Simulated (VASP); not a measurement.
Runs of VASP 6.6.1 on CuAu. Symmetry: P4/mmm, No. 123, tetragonal system. Conventional cell: a = 2.851 Å, b = 2.851 Å, c = 3.582 Å, α = 90.00°, β = 90.00°, γ = 90.00°. Cu (site symmetry 4/mmm) is surrounded by 8 Au at 2.70 Å and 4 Cu at 2.85 Å. Around Au (site symmetry 4/mmm) lie 8 Cu at 2.70 Å and 4 Au at 2.85 Å. The cell comes from a database or a generator and needn't be the stable form of this composition.

```tsv
task	level	potentials or basis	cell	k mesh	cutoff (eV)	mesh quality	gap on the mesh (eV)	pressure (GPa)	relaxed volume (Å³/atom)
relaxation of cell and atoms	PBEsol	VASP PAW PBE potentials, release 64 (Cu, Au)	relaxed	14 × 14 × 12	600	not flagged	none	0.0	(b)
single point	PBEsol	VASP PAW PBE potentials, release 64 (Cu, Au)	as given	14 × 14 × 12	520	not flagged	none	-3.8	-
relaxation of cell and atoms	LDA	VASP PAW LDA potentials, release 64 (Cu, Au)	relaxed	14 × 14 × 12	600	not flagged	none	0.0	13.83
relaxation of cell and atoms	PBE+D3(BJ)	VASP PAW PBE potentials, release 64 (Cu, Au)	relaxed	14 × 14 × 12	600	not flagged	none	0.0	14.34
relaxation of cell and atoms	PBEsol	VASP PAW PBE potentials, release 64 (Cu, Au)	relaxed	6 × 6 × 4	600	coarse	none	0.1	(a)
```

Alike in all rows: no spin polarisation; smearing gaussian 0.1 eV.

Fill in the values left out.

(a) 14.15; (b) 14.23.

Caveats: some runs use coarse meshes; the PAW data sets were made with another functional, which shifts forces and pressure a little (some runs); pairwise dispersion overbinds metals, which lowers pressure and volume (some runs).

A k mesh can miss the band edges, and the runs leave out spin-orbit coupling on Au.

A gap of «none» marks a metal or a gap under the smearing width.

Not every run made on this cell is shown here.
